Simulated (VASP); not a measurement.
Wanted: the native input for a VASP 6.6.1 run.

```yaml
Task: relaxation of cell and atoms
Functional: r2SCAN
Dispersion: D4
Potentials_or_basis: VASP PAW PBE potentials, release 64 (Mg, Be)
Cutoff: 600 eV
k_mesh: 13 × 13 × 6
Occupations: methfessel-paxton, width 0.1 eV
Spin: no spin polarisation
Further_INCAR_settings: ALGO = Normal; EDIFF = 1e-07; IBRION = 2; EDIFFG = -0.01; NSW = 40; ISIF = 3
```

The structure of MgBe lies in POSCAR:

```
MgBe
1.0
    2.3995486400      0.0000000000      0.0000000000
   -1.1997743200      2.0780700800      0.0000000000
    0.0000000000      0.0000000000      4.9009135800
Mg Be
1 1
Direct
    0.0000000000      0.0000000000      0.0433479700
    0.0000000000      0.0000000000      0.5905093500
```

The cell was built by a generator and needn't be a form met in nature.

The input as run:

INCAR

```
SYSTEM = MgBe
PREC = Accurate ; ENCUT = 600
EDIFF = 1E-7 ; ISMEAR = 1
SIGMA = 0.1 ; LREAL = .FALSE.
LASPH = .TRUE. ; NELM = 80
ALGO = Normal ; ISIF = 3
LWAVE = .FALSE. ; LCHARG = .FALSE.
METAGGA = R2SCAN ; LMIXTAU = .TRUE.
IVDW = 13 ; VDW_S6 = 1.0
VDW_S8 = 0.6018749 ; VDW_A1 = 0.51559235
VDW_A2 = 5.77342911 ; IBRION = 2
NSW = 40 ; EDIFFG = -0.01
```

KPOINTS

```
regular mesh
0
G
  13 13 6
  0 0 0
```

Potentials or basis: VASP PAW PBE potentials, release 64 (Mg, Be).

The run is started by

```console
$ cat potpaw_PBE.64/Mg/POTCAR potpaw_PBE.64/Be/POTCAR > POTCAR
$ mpirun -np 1 vasp_std > vasp.out
```

Results of the run:

| Item | Value |
| --- | --- |
| Relaxed volume | 16.98 Å³/atom |
| Relaxed cell | a = 2.707 Å, b = 2.707 Å, c = 5.352 Å, α = 90.00°, β = 90.00°, γ = 120.00° |
| Space group after relaxing (to 0.05 Å) | P6/mmm (No. 191) |
| Energy gained by relaxing | 509.5 meV/atom |
| Ionic steps | 16 |
| Pressure after relaxing | 0.0 GPa |
| Largest force after relaxing | 0.005 eV/Å |
| Band gap on the k mesh | none (metal or under the smearing width) |
| Dispersion energy per atom | -0.061 eV |

Caveat: the volume moved by over 15 % at a fixed basis, so the end points are rough; the PAW data sets were made with another functional, which shifts forces and pressure a little; pairwise dispersion overbinds metals, which lowers pressure and volume.

It took 5.3 min on 1 thread of Intel(R) Xeon(R) Platinum 8559C (Emerald Rapids), on a shared host, peak memory 0.17 GiB.
